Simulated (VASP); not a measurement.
# AgB2 (P6/mmm) in VASP: further runs

Runs on AgB2. Level: r2SCAN. Tasks: single point.

Program: VASP 6.6.1. These are calculated values, not measurements. Logs are shortened: lines on timing, memory, paths and dates and some standing lists are left out, and cuts for length are marked.

### 1 Starting point

The structure is hexagonal, space group P6/mmm (No. 191). The conventional cell has a = 3.000 Å, b = 3.000 Å, c = 3.240 Å, α = 90.00°, β = 90.00°, γ = 120.00°. Ag (site symmetry 6/mmm) is surrounded by 12 B at 2.37 Å. B (site symmetry -6m2) has 3 B at 1.73 Å as nearest neighbours.

### 2 Single point, r2SCAN

Contents of INCAR:

```
SYSTEM = AgB2
PREC = Accurate
ENCUT = 460
EDIFF = 1E-5
ISMEAR = 0
SIGMA = 0.05
LREAL = .False.
LASPH = .True.
NELM = 100
ALGO = Normal
ISIF = 2
LWAVE = .False.
LCHARG = .False.
METAGGA = R2SCAN
LMIXTAU = .True.
ADDGRID = .False.
```

Contents of KPOINTS:

```
regular mesh
0
Gamma
  4 4 3
  0 0 0
```

Contents of POSCAR:

```
AgB2
1.0
    3.0000000000      0.0000000000      0.0000000000
   -1.5000000000      2.5980762114      0.0000000000
    0.0000000000      0.0000000000      3.2400000000
Ag B
1 2
Direct
    0.0172000000      0.0014340000     -0.0107780000
    0.6537670000      0.3220700000      0.4709270000
    0.3421410000      0.7037590000      0.5156140000
```

Potentials or basis: VASP PAW PBE potentials, release 64 (Ag, B).

Command:

```console
$ cat potpaw_PBE.64/Ag/POTCAR potpaw_PBE.64/B/POTCAR > POTCAR
$ mpirun -np 1 vasp_std > vasp.out
```

OUTCAR:

```text
SYSTEM = AgB2
   PREC = Accurate
   ENCUT = 460
   EDIFF = 1E-5
   ISMEAR = 0
   LREAL = .False.
   LASPH = .True.
   NELM = 100
   ISIF = 2
   METAGGA = R2SCAN

 Found     26 irreducible k-points:

 Following reciprocal coordinates:
            Coordinates               Weight
  0.000000  0.000000  0.000000      1.000000
  0.250000 -0.000000  0.000000      2.000000
  0.000000  0.250000  0.000000      2.000000
 -0.250000  0.250000  0.000000      2.000000
  0.500000 -0.000000  0.000000      1.000000
  0.000000  0.500000  0.000000      1.000000
   k-points           NKPTS =     26   k-points in BZ     NKDIM =     26   number of bands    NBANDS=     12
   number of dos      NEDOS =    301   number of ions     NIONS =      3
   total plane-waves  NPLWV =  13824
   dimension x,y,z NGX =    24 NGY =   24 NGZ =   24
   dimension x,y,z NGXF=    48 NGYF=   48 NGZF=   48
   ions per type =               1   2
   NGX,Y,Z   is equivalent  to a cutoff of  13.30, 13.30, 12.31 a.u.
   NGXF,Y,Z  is equivalent  to a cutoff of  26.60, 26.60, 24.63 a.u.
 SYSTEM =  AgB2
   PREC   = accura    normal or accurate (medium, high low for compatibility)
   ISTART =      0    job   : 0-new  1-cont  2-samecut
   ICHARG =      2    charge: 1-file 2-atom 10-const
   ISPIN  =      1    spin polarized calculation?
   LNONCOLLINEAR =      F non collinear calculations
   LSORBIT =      F    spin-orbit coupling
   LASPH  =      T    aspherical Exc in radial PAW
   ENCUT  =  460.0 eV  33.81 Ry    5.81 a.u.   5.25  5.25  5.67*2*pi/ulx,y,z
   NELM   =    100;   NELMIN=  2; NELMDL= -5     # of ELM steps
   EDIFF  = 0.1E-04   stopping-criterion for ELM
   LREAL  =      F    real-space projection
   EDIFFG = 0.1E-03   stopping-criterion for IOM
   NSW    =      0    number of steps for IOM
   IBRION =     -1    ionic relax: 0-MD 1-quasi-New 2-CG
   NFREE  =      0    steps in history (QN), initial steepest desc. (CG)
   ISIF   =      2    stress and relaxation
   ISYM   =      2    0-nonsym 1-usesym 2-fastsym
   POTIM  = 0.5000    time-step for ionic-motion
   TEBEG  =    0.0;   TEEND  =   0.0 temperature during run
   PSTRESS=    0.0 pullay stress
   NELECT =      17.0000    total number of electrons
   NUPDOWN=      -1.0000    fix difference up-down
   EMIN   =  10.00;   EMAX   =-10.00  energy-range for DOS
   EFERMI =   0.00;   METHOD = LEGACY
   ISMEAR =     0;   SIGMA  =   0.05  broadening in eV -4-tet -1-fermi 0-gaus
   EFERMI_NEDOS =   21; number of points for ismear=-14 and -15
   IALGO  =     38    algorithm
   IMIX   =      4    mixing-type and parameters
     AMIX     =   0.40;   BMIX     =  1.00
     AMIX_MAG =   1.60;   BMIX_MAG =  1.00
  volume/ion in A,a.u.               =       8.42        56.81
  Fermi-wavevector in a.u.,A,eV,Ry     =   1.434779  2.711340 28.008838  2.058591
  Thomas-Fermi vector in A             =   2.554150
   LORBIT       =      0    0 simple, 1 ext, 2 COOP (PROOUT), +10 PAW based schemes
   METAGGA = R2SCAN    functional components
   LHFCALC =     F    Hartree Fock is set to
   AEXX    =    0.0000 exact exchange contribution
   IVDW    =     0    specifies the selected vdW correction
   LEPSILON=     F    determine dielectric tensor
   LRPA    =     F    only Hartree local field effects (RPA)
 non-spin polarized calculation
 Gauss-broadening in eV      SIGMA  =   0.05
  energy-cutoff  :      460.00
  volume of cell :       25.25
 maximum number of plane-waves:       571
 NGX is ok and might be reduce to    24
   NGX = 11   NGY = 11   NGZ = 11

 number of electron      17.0000003 magnetization

 Free energy of the ion-electron system (eV)
  ---------------------------------------------------
  ext. energy  EPLUGINS =         0.00000000
  ---------------------------------------------------
  free energy    TOTEN  =       -32.87952262 eV

  energy without entropy =      -32.87381099  energy(sigma->0) =      -32.87666680

 E-fermi :  10.4825     XC(G=0): -14.2681

 val. band max:       10.4578362841   @ k =  -0.2500   0.2500   0.3333
 cond. band min:      10.4855119386   @ k =   0.2500  -0.0000   0.0000
 fundamental gap:      0.0276756545
 Fermi energy:        10.4825118921

 k-point     1 :       0.0000    0.0000    0.0000
  band No.  band energies     occupation
      1      -4.5241      2.00000
      2       3.3310      2.00000
      3       3.7120      2.00000
      4       3.9037      2.00000
      5       5.3516      2.00000
      6       5.4818      2.00000
      7       7.3648      2.00000
      8      10.9471      0.00000
      9      12.6248      0.00000
     10      15.4338      0.00000
     11      16.4179      0.00000
     12      17.4453      0.00000

 k-point     2 :       0.2500   -0.0000    0.0000
  band No.  band energies     occupation
      1      -3.2851      2.00000
      2       2.8324      2.00000
      3       3.6225      2.00000
      4       3.7776      2.00000
      5       4.5543      2.00000
      6       5.2953      2.00000
      7       8.2154      2.00000
      8       9.2954      2.00000
      9      10.4855      0.93238
     10      16.0474      0.00000
     11      17.1662      0.00000
     12      19.1988      0.00000

 k-point     3 :       0.0000    0.2500    0.0000
  band No.  band energies     occupation
      1      -3.3204      2.00000
      2       2.7036      2.00000
      3       3.6434      2.00000
      4       3.9563      2.00000
      5       4.6681      2.00000
      6       5.2248      2.00000
      7       8.1879      2.00000
      8       9.4995      2.00000
      9      10.2257      2.00000
     10      16.0578      0.00000
     11      17.6248      0.00000
     12      19.1048      0.00000

 k-point     4 :      -0.2500    0.2500    0.0000
  band No.  band energies     occupation
      1      -3.2842      2.00000
      2       2.8353      2.00000
      3       3.6418      2.00000
      4       3.7722      2.00000
      5       4.5379      2.00000
      6       5.3053      2.00000
      7       8.2309      2.00000
      8       9.2274      2.00000
      9      10.4889      0.85639
     10      16.0523      0.00000
     11      17.2240      0.00000
     12      19.2122      0.00000

 k-point     5 :       0.5000   -0.0000    0.0000
  band No.  band energies     occupation
      1      -0.2720      2.00000
      2       0.1189      2.00000
      3       2.9084      2.00000
      4       3.3337      2.00000
      5       5.1205      2.00000
      6       5.9865      2.00000
      7       7.0422      2.00000
      8       7.2612      2.00000
      9      13.9758      0.00000
     10      15.1062      0.00000
     11      17.1018      0.00000
     12      17.6056      0.00000

 k-point     6 :       0.0000    0.5000    0.0000
  band No.  band energies     occupation
      1      -0.7221      2.00000
      2       0.3912      2.00000
      3       3.1332      2.00000
      4       3.4225      2.00000
      5       5.0415      2.00000
      6       5.9787      2.00000
      7       7.1935      2.00000
      8       7.4511      2.00000
      9      12.8655      0.00000
     10      15.5890      0.00000
     11      17.4007      0.00000
     12      17.6310      0.00000

 [... further k-points ...]
[... 5 lines left out ...]
  --------------------------------------------------------------------------------------
  -------------------------------------------------------------------------------------
  Total        6.1052743      8.2007711     13.1356934     -0.0066604      0.1729126      0.0463125
  in kB      387.3446973    520.2919699    833.3845293     -0.4225668     10.9703122      2.9382625
  external PRESSURE =     580.3403988 kB  Pullay stress =       0.0000000 kB

 VOLUME and BASIS-vectors are now :
 -----------------------------------------------------------------------------
  energy-cutoff  :      460.00
  volume of cell :       25.25
      direct lattice vectors                 reciprocal lattice vectors
     3.000000000  0.000000000  0.000000000     0.333333333  0.192450090  0.000000000
    -1.500000000  2.598076211  0.000000000     0.000000000  0.384900179  0.000000000
     0.000000000  0.000000000  3.240000000     0.000000000  0.000000000  0.308641975

 POSITION                                       TOTAL-FORCE (eV/Angst)
 -----------------------------------------------------------------------------------
      0.04945      0.00373      3.20508        -0.202171      0.044600      0.227069
      1.47820      0.83676      1.52580         0.278050      1.368878      0.881910
     -0.02922      1.82842      1.67059        -0.075878     -1.413478     -1.108978
 -----------------------------------------------------------------------------------
    total drift:                                0.000054      0.000056     -0.000175

  FREE ENERGIE OF THE ION-ELECTRON SYSTEM (eV)
  ---------------------------------------------------
  free  energy   TOTEN  =       -32.8795226156 eV

  energy  without entropy=      -32.8738109878  energy(sigma->0) =      -32.87666680
```

Wall time 12 s (1 thread of Intel Xeon 6975P-C (Granite Rapids), shared host); peak memory 0.14 GiB.

The run converged, but some of its settings lie outside the range that counts as converged, so its numbers aren't taken as properties of the crystal.

Results:

```
Free energy            : -32.8795 eV
Pressure               : 58.0 GPa
Largest force          : 1.798 eV/Å
Band gap on the k mesh : none (metal or under the smearing width)
```

Caveat: the k mesh is coarse (spacing up to 0.65 Å⁻¹), so the values aren't converged; the PAW data sets were made with another functional, which shifts forces and pressure a little.

### 3 Single point, r2SCAN

Changes to INCAR since step 2:

```diff
@@ -3,3 +3,3 @@
 ENCUT = 460
-EDIFF = 1E-5
+EDIFF = 1E-6
 ISMEAR = 0
@@ -15,2 +15,2 @@
 LMIXTAU = .True.
-ADDGRID = .False.
+ADDGRID = .True.
```

KPOINTS is that of step 2.

Contents of POSCAR:

```
AgB2
1.0
    3.0000000000      0.0000000000      0.0000000000
   -1.5000000000      2.5980762114      0.0000000000
    0.0000000000      0.0000000000      3.2400000000
Ag B
1 2
Direct
    0.0000000000      0.0000000000      0.0000000000
    0.6666666667      0.3333333333      0.5000000000
    0.3333333333      0.6666666667      0.5000000000
```

Potentials or basis: VASP PAW PBE potentials, release 64 (Ag, B).

Command:

```console
$ cat potpaw_PBE.64/Ag/POTCAR potpaw_PBE.64/B/POTCAR > POTCAR
$ mpirun -np 1 vasp_std > vasp.out
```

Run time: 11 s. Hardware: 1 thread of Intel Xeon 6975P-C (Granite Rapids), shared host; peak memory 0.2 GiB.

These settings aren't checked as converged: the numbers below hold their error.

Results:

```yaml
Free_energy: -32.9931 eV
Pressure: 54.3 GPa
Band_gap_on_the_k_mesh: none (metal or under the smearing width)
```

Caveat: the k mesh is coarse (spacing up to 0.65 Å⁻¹), so the values aren't converged; a pressure of tens of GPa on the cell as given is suspect, and the run, the potentials or the cell itself is likely at fault; the PAW data sets were made with another functional, which shifts forces and pressure a little.

### 4 Single point, r2SCAN

INCAR is that of step 3.

KPOINTS is that of step 3.

Contents of POSCAR:

```
AgB2
1.0
    3.0000000000      0.0000000000      0.0000000000
   -1.5000000000      2.5980762114      0.0000000000
    0.0000000000      0.0000000000      3.2400000000
Ag B
1 2
Direct
    0.0172000000      0.0014340000     -0.0107780000
    0.6537670000      0.3220700000      0.4709270000
    0.3421410000      0.7037590000      0.5156140000
```

Command:

```console
$ cat potpaw_PBE.64/Ag/POTCAR potpaw_PBE.64/B/POTCAR > POTCAR
$ mpirun -np 1 vasp_std > vasp.out
```

Run time: 15 s. Hardware: 1 thread of Intel Xeon 6975P-C (Granite Rapids), shared host; peak memory 0.21 GiB.

The run converged, but some of its settings lie outside the range that counts as converged, so its numbers aren't taken as properties of the crystal.

What came out:

```
Free energy            : -32.8795 eV
Pressure               : 57.9 GPa
Largest force          : 1.798 eV/Å
Band gap on the k mesh : none (metal or under the smearing width)
```

Caveat: the k mesh is coarse (spacing up to 0.65 Å⁻¹), so the values aren't converged; the PAW data sets were made with another functional, which shifts forces and pressure a little.

### 5 Single point, r2SCAN

Changes to INCAR since step 4:

```diff
@@ -7,3 +7,3 @@
 LREAL = .False.
-LASPH = .True.
+LASPH = .False.
 NELM = 100
@@ -15,2 +15,2 @@
 LMIXTAU = .True.
-ADDGRID = .True.
+ADDGRID = .False.
```

KPOINTS is that of step 4.

Contents of POSCAR:

```
AgB2
1.0
    3.0000000000      0.0000000000      0.0000000000
   -1.5000000000      2.5980762114      0.0000000000
    0.0000000000      0.0000000000      3.2400000000
Ag B
1 2
Direct
    0.0000000000      0.0000000000      0.0000000000
    0.6666666667      0.3333333333      0.5000000000
    0.3333333333      0.6666666667      0.5000000000
```

Potentials or basis: VASP PAW PBE potentials, release 64 (Ag, B).

Command:

```console
$ cat potpaw_PBE.64/Ag/POTCAR potpaw_PBE.64/B/POTCAR > POTCAR
$ mpirun -np 1 vasp_std > vasp.out
```

OUTCAR:

```text
SYSTEM = AgB2
   PREC = Accurate
   ENCUT = 460
   EDIFF = 1E-6
   ISMEAR = 0
   LREAL = .False.
   LASPH = .False.
   NELM = 100
   ISIF = 2
   METAGGA = R2SCAN
     LASPH = .TRUE.)

 Found      8 irreducible k-points:

 Following reciprocal coordinates:
            Coordinates               Weight
  0.000000  0.000000  0.000000      1.000000
  0.250000 -0.000000  0.000000      6.000000
  0.500000 -0.000000  0.000000      3.000000
  0.250000  0.250000  0.000000      6.000000
  0.000000  0.000000  0.333333      2.000000
  0.250000 -0.000000  0.333333     12.000000
[... 163 lines left out ...]
     12      21.7758      0.00000

 [... further k-points ...]
[... 5 lines left out ...]
  --------------------------------------------------------------------------------------
  -------------------------------------------------------------------------------------
  Total        6.1759878      6.1759878     13.4440470      0.0000000     -0.0000000      0.0000000
  in kB      391.8310625    391.8310625    852.9478003      0.0000000     -0.0000000      0.0000000
  external PRESSURE =     545.5366418 kB  Pullay stress =       0.0000000 kB

 VOLUME and BASIS-vectors are now :
 -----------------------------------------------------------------------------
  energy-cutoff  :      460.00
  volume of cell :       25.25
      direct lattice vectors                 reciprocal lattice vectors
     3.000000000  0.000000000  0.000000000     0.333333333  0.192450090  0.000000000
    -1.500000000  2.598076211  0.000000000     0.000000000  0.384900179  0.000000000
     0.000000000  0.000000000  3.240000000     0.000000000  0.000000000  0.308641975

 POSITION                                       TOTAL-FORCE (eV/Angst)
 -----------------------------------------------------------------------------------
      0.00000      0.00000      0.00000         0.000000      0.000000      0.000000
      1.50000      0.86603      1.62000         0.000000      0.000000      0.000000
     -0.00000      1.73205      1.62000        -0.000000     -0.000000      0.000000
 -----------------------------------------------------------------------------------
    total drift:                               -0.000000      0.000000      0.000000

  FREE ENERGIE OF THE ION-ELECTRON SYSTEM (eV)
  ---------------------------------------------------
  free  energy   TOTEN  =       -32.9848706176 eV

  energy  without entropy=      -32.9771354328  energy(sigma->0) =      -32.98100303
```

OSZICAR:

```text
N       E                     dE             d eps       ncg     rms          rms(c)
DAV:   1     0.495755569860E+02    0.49576E+02   -0.74873E+03   192   0.121E+03
DAV:   2    -0.384749694795E+02   -0.88051E+02   -0.82788E+02   208   0.263E+02
DAV:   3    -0.406697753235E+02   -0.21948E+01   -0.21313E+01   228   0.444E+01
DAV:   4    -0.406830965843E+02   -0.13321E-01   -0.13311E-01   224   0.348E+00
DAV:   5    -0.406832197541E+02   -0.12317E-03   -0.12316E-03   224   0.331E-01    0.195E+01
DAV:   6    -0.332639675983E+02    0.74193E+01   -0.18272E+01   196   0.701E+01    0.202E+01
DAV:   7    -0.330473757106E+02    0.21659E+00   -0.19216E+00   208   0.224E+01    0.913E+00
DAV:   8    -0.329802179096E+02    0.67158E-01   -0.21185E-01   204   0.533E+00    0.194E+00
DAV:   9    -0.329847783828E+02   -0.45605E-02   -0.90051E-03   220   0.136E+00    0.699E-01
DAV:  10    -0.329819184616E+02    0.28599E-02   -0.13448E-02   196   0.164E+00    0.490E-01
DAV:  11    -0.329844065405E+02   -0.24881E-02   -0.41505E-03   208   0.886E-01    0.674E-02
DAV:  12    -0.329848219049E+02   -0.41536E-03   -0.60694E-04   212   0.331E-01    0.470E-02
DAV:  13    -0.329847920112E+02    0.29894E-04   -0.13403E-04   212   0.135E-01    0.278E-02
DAV:  14    -0.329848627611E+02   -0.70750E-04   -0.75806E-05   216   0.108E-01    0.420E-03
DAV:  15    -0.329848714525E+02   -0.86913E-05   -0.68754E-06   224   0.354E-02    0.382E-03
DAV:  16    -0.329848706176E+02    0.83488E-06   -0.48820E-07   132   0.858E-03
   1 F= -.32984871E+02 E0= -.32981003E+02  d E =-.773518E-02
```

stdout:

```text
POSCAR found type information on POSCAR AgB
 POSCAR found :  2 types and       3 ions
 scaLAPACK will be used
 -----------------------------------------------------------------------------
|                                                                             |
|                                                                             |
|     You enforced a specific xc type in the INCAR file but a different       |
|     I HOPE YOU KNOW WHAT YOU ARE DOING!                                     |
|                                                                             |
 -----------------------------------------------------------------------------

 LDA part: xc-table for (None), standard interpolation
 POSCAR, INCAR and KPOINTS ok, starting setup
 FFT: planning ... GRIDC
 FFT: planning ... GRID_SOFT
 FFT: planning ... GRID
 WAVECAR not read
 entering main loop
```

Run time: 4.2 s. Hardware: 1 thread of Intel Xeon 6975P-C (Granite Rapids), shared host; peak memory 0.13 GiB.

The run converged, but some of its settings lie outside the range that counts as converged, so its numbers aren't taken as properties of the crystal.

What came out:

| Quantity | Value |
| --- | --- |
| Free energy | -32.9849 eV |
| Pressure | 54.6 GPa |
| Band gap on the k mesh | none (metal or under the smearing width) |

Caveat: the k mesh is coarse (spacing up to 0.65 Å⁻¹), so the values aren't converged; a pressure of tens of GPa on the cell as given is suspect, and the run, the potentials or the cell itself is likely at fault; the PAW data sets were made with another functional, which shifts forces and pressure a little.
